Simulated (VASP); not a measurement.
# NaP2 (P6/mmm) in VASP: reference runs

Aim: a first look at NaP2 with PBE, on the cell as given.

All numbers are computed with VASP 6.6.1; they aren't measurements. Logs are shortened: lines on timing, memory, paths and dates and some standing lists are left out, and cuts for length are marked.

**1. The structure**

It takes space group P6/mmm (No. 191, hexagonal). Conventional cell: a = 4.111 Å, b = 4.111 Å, c = 4.389 Å, α = 90.00°, β = 90.00°, γ = 120.00°. Na (site symmetry 6/mmm) has 12 P at 3.23 Å as nearest neighbours. Around P (site symmetry -6m2) lie 3 P at 2.37 Å.

The cell was built by a generator and needn't be a form met in nature.

**2. Single point, PBE**

INCAR

```
SYSTEM = NaP2
PREC = Accurate ; ENCUT = 520
EDIFF = 1E-7 ; ISMEAR = -1
SIGMA = 0.05 ; LREAL = .False.
LASPH = .True. ; NELM = 80
ALGO = Normal ; ISIF = 2
LWAVE = .False. ; LCHARG = .False.
GGA = PE ; NBANDS = 16
```

KPOINTS

```
Automatic mesh
0
Gamma
  8 8 6
  0 0 0
```

POSCAR

```
NaP2
1.0
    4.1106000000      0.0000000000      0.0000000000
   -2.0553000000      3.5598900000      0.0000000000
    0.0000000000      0.0000000000      4.3892600000
Na P
1 2
Direct
    0.0000000000      0.0000000000      0.0000000000
    0.3333300000      0.6666700000      0.5000000000
    0.6666700000      0.3333300000      0.5000000000
```

Potentials or basis: VASP PAW PBE potentials, release 64 (Na_pv, P).

Started as:

```bash
$ cat potpaw_PBE.64/Na_pv/POTCAR potpaw_PBE.64/P/POTCAR > POTCAR
$ mpirun -np 1 vasp_std > vasp.out
```

OUTCAR:

```text
SYSTEM = NaP2
   PREC = Accurate
   ENCUT = 520
   EDIFF = 1E-7
   ISMEAR = -1
   LREAL = .False.
   LASPH = .True.
   NELM = 80
   ISIF = 2
   GGA = PE

 ion  position               nearest neighbor table
   1  0.000  0.000  0.000-
   2  0.333  0.667  0.500-   3 2.37   3 2.37   3 2.37
   3  0.667  0.333  0.500-   2 2.37   2 2.37   2 2.37

  LATTYP: Found a hexagonal cell.
 ALAT       =     4.1106000000
 C/A-ratio  =     1.0677905902

  Lattice vectors:

 A1 = (   4.1106000000,   0.0000000000,   0.0000000000)
 A2 = (  -2.0553000000,   3.5598900000,   0.0000000000)
 A3 = (   0.0000000000,   0.0000000000,   4.3892600000)

Analysis of symmetry for initial positions (statically):
=====================================================================
 Subroutine PRICEL returns:
 Original cell was already a primitive cell.

 Routine SETGRP: Setting up the symmetry group for a
 hexagonal supercell.

 Subroutine GETGRP returns: Found  8 space group operations
 (whereof  8 operations were pure point group operations)
 out of a pool of 24 trial point group operations.

The static configuration has the point symmetry D_2h.

Analysis of symmetry for dynamics (positions and initial velocities):
=====================================================================
 Subroutine PRICEL returns:
 Original cell was already a primitive cell.

 Routine SETGRP: Setting up the symmetry group for a
 hexagonal supercell.

 Subroutine GETGRP returns: Found  8 space group operations
 (whereof  8 operations were pure point group operations)
 out of a pool of 24 trial point group operations.

The dynamic configuration has the point symmetry D_2h.

 Subroutine INISYM returns: Found  8 space group operations
 (whereof  8 operations are pure point group operations),
 and found     1 'primitive' translations

----------------------------------------------------------------------------------------

                                     Primitive cell

  volume of cell :      64.2293

  direct lattice vectors                    reciprocal lattice vectors
     4.110600000  0.000000000  0.000000000     0.243273488  0.140453778  0.000000000
    -2.055300000  3.559890000  0.000000000     0.000000000  0.280907556  0.000000000
     0.000000000  0.000000000  4.389260000     0.000000000  0.000000000  0.227828837

  length of vectors
     4.110600000  4.110605175  4.389260000     0.280907910  0.280907556  0.227828837

  position of ions in fractional coordinates (direct lattice)
     0.000000000  0.000000000  0.000000000
     0.333330000  0.666670000  0.500000000
     0.666670000  0.333330000  0.500000000

  ion indices of the primitive-cell ions
   primitive index   ion index
                 1           1
                 2           2
                 3           3

----------------------------------------------------------------------------------------

 KPOINTS: Automatic mesh

Automatic generation of k-mesh.
 Grid dimensions read from file:
 generate k-points for:    8    8    6

 Generating k-lattice:

  Cartesian coordinates                     Fractional coordinates (reciprocal lattice)
     0.030409186  0.017556722  0.000000000     0.125000000  0.000000000  0.000000000
     0.000000000  0.035113445  0.000000000     0.000000000  0.125000000  0.000000000
     0.000000000  0.000000000  0.037971473     0.000000000  0.000000000  0.166666667

  Length of vectors
     0.035113489  0.035113445  0.037971473

  Shift w.r.t. Gamma in fractional coordinates (k-lattice)
     0.000000000  0.000000000  0.000000000

 Subroutine IBZKPT returns following result:
 ===========================================

 Found     84 irreducible k-points:

 Following reciprocal coordinates:
            Coordinates               Weight
  0.000000  0.000000  0.000000      1.000000
  0.125000 -0.000000  0.000000      4.000000
 -0.125000  0.125000  0.000000      2.000000
  0.250000 -0.000000  0.000000      4.000000
 -0.250000  0.250000  0.000000      2.000000
  0.375000  0.000000  0.000000      4.000000
[... 16 lines left out ...]
  0.125000 -0.000000  0.166667      8.000000
 -0.125000  0.125000  0.166667      4.000000
 [... further k-points ...]
   k-points           NKPTS =     84   k-points in BZ     NKDIM =     84   number of bands    NBANDS=     16
   number of dos      NEDOS =    301   number of ions     NIONS =      3
   total plane-waves  NPLWV =  36864
   dimension x,y,z NGX =    32 NGY =   32 NGZ =   36
   dimension x,y,z NGXF=    64 NGYF=   64 NGZF=   72
   ions per type =               1   2
   NGX,Y,Z   is equivalent  to a cutoff of  12.94, 12.94, 13.64 a.u.
   NGXF,Y,Z  is equivalent  to a cutoff of  25.88, 25.88, 27.27 a.u.
 SYSTEM =  NaP2
   PREC   = accura    normal or accurate (medium, high low for compatibility)
   ISTART =      0    job   : 0-new  1-cont  2-samecut
   ICHARG =      2    charge: 1-file 2-atom 10-const
   ISPIN  =      1    spin polarized calculation?
   LNONCOLLINEAR =      F non collinear calculations
   LSORBIT =      F    spin-orbit coupling
   LASPH  =      T    aspherical Exc in radial PAW
   ENCUT  =  520.0 eV  38.22 Ry    6.18 a.u.   7.64  7.64  8.16*2*pi/ulx,y,z
   NELM   =     80;   NELMIN=  2; NELMDL= -5     # of ELM steps
   EDIFF  = 0.1E-06   stopping-criterion for ELM
   LREAL  =      F    real-space projection
   EDIFFG = 0.1E-05   stopping-criterion for IOM
   NSW    =      0    number of steps for IOM
   IBRION =     -1    ionic relax: 0-MD 1-quasi-New 2-CG
   NFREE  =      0    steps in history (QN), initial steepest desc. (CG)
   ISIF   =      2    stress and relaxation
   ISYM   =      2    0-nonsym 1-usesym 2-fastsym
   POTIM  = 0.5000    time-step for ionic-motion
   TEBEG  =    0.0;   TEEND  =   0.0 temperature during run
   PSTRESS=    0.0 pullay stress
   NELECT =      17.0000    total number of electrons
   NUPDOWN=      -1.0000    fix difference up-down
   EMIN   =  10.00;   EMAX   =-10.00  energy-range for DOS
   EFERMI =   0.00;   METHOD = LEGACY
   ISMEAR =    -1;   SIGMA  =   0.05  broadening in eV -4-tet -1-fermi 0-gaus
   EFERMI_NEDOS =   21; number of points for ismear=-14 and -15
   IALGO  =     38    algorithm
   IMIX   =      4    mixing-type and parameters
     AMIX     =   0.40;   BMIX     =  1.00
     AMIX_MAG =   1.60;   BMIX_MAG =  1.00
  volume/ion in A,a.u.               =      21.41       144.48
  Fermi-wavevector in a.u.,A,eV,Ry     =   1.051107  1.986303 15.032058  1.104825
  Thomas-Fermi vector in A             =   2.186137
   LORBIT       =      0    0 simple, 1 ext, 2 COOP (PROOUT), +10 PAW based schemes
   GGA     = PE    functional components
   LHFCALC =     F    Hartree Fock is set to
   AEXX    =    0.0000 exact exchange contribution
   IVDW    =     0    specifies the selected vdW correction
   LEPSILON=     F    determine dielectric tensor
   LRPA    =     F    only Hartree local field effects (RPA)
 non-spin polarized calculation
  energy-cutoff  :      520.00
  volume of cell :       64.23
 maximum number of plane-waves:      1750
   NGX = 15   NGY = 15   NGZ = 17

 number of electron      16.9999999 magnetization

 Free energy of the ion-electron system (eV)
  ---------------------------------------------------
  ext. energy  EPLUGINS =         0.00000000
  ---------------------------------------------------
  free energy    TOTEN  =       -12.13785246 eV

  energy without entropy =      -12.12479928  energy(sigma->0) =      -12.13132587

 E-fermi :   4.3137     XC(G=0):  -8.8534

 val. band max:        4.3040265904   @ k =  -0.3750   0.3750   0.0000
 cond. band min:       4.3322260509   @ k =   0.2500   0.1250   0.1667
 fundamental gap:      0.0281994605
 Fermi energy:         4.3137282681

 k-point     1 :       0.0000    0.0000    0.0000
  band No.  band energies     occupation
      1     -20.2397      2.00000
      2     -20.2208      2.00000
      3     -20.2208      2.00000
      4      -9.4862      2.00000
      5      -0.7535      2.00000
      6       0.0773      2.00000
[... 8 lines left out ...]
     15      12.4756      0.00000
     16      15.0449      0.00000

 k-point     2 :       0.1250   -0.0000    0.0000
  band No.  band energies     occupation
      1     -20.2394      2.00000
      2     -20.2224      2.00000
      3     -20.2211      2.00000
      4      -9.3373      2.00000
      5      -2.1917      2.00000
      6      -0.1278      2.00000
[... 8 lines left out ...]
     15      12.3906      0.00000
     16      13.6339      0.00000

 k-point     3 :      -0.1250    0.1250    0.0000
  band No.  band energies     occupation
      1     -20.2394      2.00000
      2     -20.2224      2.00000
      3     -20.2211      2.00000
      4      -9.3373      2.00000
      5      -2.1915      2.00000
      6      -0.1280      2.00000
[... 8 lines left out ...]
     15      12.3906      0.00000
     16      13.6339      0.00000

 k-point     4 :       0.2500   -0.0000    0.0000
  band No.  band energies     occupation
      1     -20.2388      2.00000
      2     -20.2264      2.00000
      3     -20.2221      2.00000
      4      -8.9024      2.00000
      5      -3.8617      2.00000
      6      -0.5263      2.00000
[... 8 lines left out ...]
     15      11.8430      0.00000
     16      12.3426      0.00000
[... 324 lines left out ...]
 k-point    22 :       0.0000    0.0000    0.1667
  band No.  band energies     occupation
      1     -20.2413      2.00000
      2     -20.2207      2.00000
      3     -20.2206      2.00000
      4      -9.4454      2.00000
      5      -0.7201      2.00000
      6       0.0491      2.00000
[... 8 lines left out ...]
     15      11.7508      0.00000
     16      14.2010      0.00000

 k-point    23 :       0.1250   -0.0000    0.1667
  band No.  band energies     occupation
      1     -20.2409      2.00000
      2     -20.2223      2.00000
      3     -20.2210      2.00000
      4      -9.2976      2.00000
      5      -2.1620      2.00000
      6      -0.1061      2.00000
[... 8 lines left out ...]
     15      11.6483      0.00000
     16      13.9675      0.00000

 k-point    24 :      -0.1250    0.1250    0.1667
  band No.  band energies     occupation
      1     -20.2409      2.00000
      2     -20.2223      2.00000
      3     -20.2210      2.00000
      4      -9.2976      2.00000
      5      -2.1618      2.00000
      6      -0.1063      2.00000
[... 8 lines left out ...]
     15      11.6483      0.00000
     16      13.9675      0.00000

 [... further k-points ...]
[... 5 lines left out ...]
  --------------------------------------------------------------------------------------
  -------------------------------------------------------------------------------------
  Total       -0.3913825     -0.3916263      0.1633260     -0.0002100      0.0000000      0.0000000
  in kB       -9.7629011     -9.7689813      4.0741098     -0.0052371      0.0000000      0.0000000
  external PRESSURE =      -5.1525909 kB  Pullay stress =       0.0000000 kB

 VOLUME and BASIS-vectors are now :
 -----------------------------------------------------------------------------
  energy-cutoff  :      520.00
  volume of cell :       64.23
      direct lattice vectors                 reciprocal lattice vectors
     4.110600000  0.000000000  0.000000000     0.243273488  0.140453778  0.000000000
    -2.055300000  3.559890000  0.000000000     0.000000000  0.280907556  0.000000000
     0.000000000  0.000000000  4.389260000     0.000000000  0.000000000  0.227828837

 POSITION                                       TOTAL-FORCE (eV/Angst)
 -----------------------------------------------------------------------------------
      0.00000      0.00000      0.00000        -0.000000      0.000000      0.000000
     -0.00002      2.37327      2.19463         0.000125     -0.000072     -0.000000
      2.05532      1.18662      2.19463        -0.000125      0.000072      0.000000
 -----------------------------------------------------------------------------------
    total drift:                                0.000000      0.000000      0.000000

  FREE ENERGIE OF THE ION-ELECTRON SYSTEM (eV)
  ---------------------------------------------------
  free  energy   TOTEN  =       -12.1378524648 eV

  energy  without entropy=      -12.1247992782  energy(sigma->0) =      -12.13132587
```

Run time: 27 s. Hardware: 1 thread of Intel Xeon 6975P-C (Granite Rapids), shared host; peak memory 0.22 GiB.

What came out:

```yaml
Free_energy: -12.1379 eV
Pressure: -0.5 GPa
Band_gap_on_the_k_mesh: none (metal or under the smearing width)
```
